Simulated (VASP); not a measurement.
Crystal: Sr2SO.

```
Sr S O
1.0
     4.04324    0.00000    0.00000
     0.00000    4.04324    0.00000
     0.00000    0.00000    5.71800
Sr S O
2 1 1
Direct
  0.50000 0.50000 0.50000
  0.00000 0.00000 0.00000
  0.00000 0.00000 0.50000
  0.50000 0.50000 0.00000
```

The cell comes from a database or a generator and needn't be the stable form of this composition.

Base run:

```yaml
Program: VASP 6.6.1
Functional: HSE(alpha, omega)
Potentials_or_basis: VASP PAW PBE potentials, release 64 (Sr_sv, S, O)
Cutoff: 520 eV
k_mesh: 4 × 4 × 3
Occupations: fermi-dirac, width 0.05 eV
Spin: no spin polarisation
```

Its results: band gap on the k mesh 2.43 eV, direct; pressure -0.2 GPa.

Task: The run is repeated on the same cell with these changes: share of exact exchange from 0.05 to 0.1. What comes out?

Result: Band gap on the k mesh 2.67 eV, direct; pressure -0.4 GPa.

Caveats: the PAW data sets were made with another functional, which shifts forces and pressure a little; an odd mesh through Γ misses points on the zone boundary, where band edges often lie.
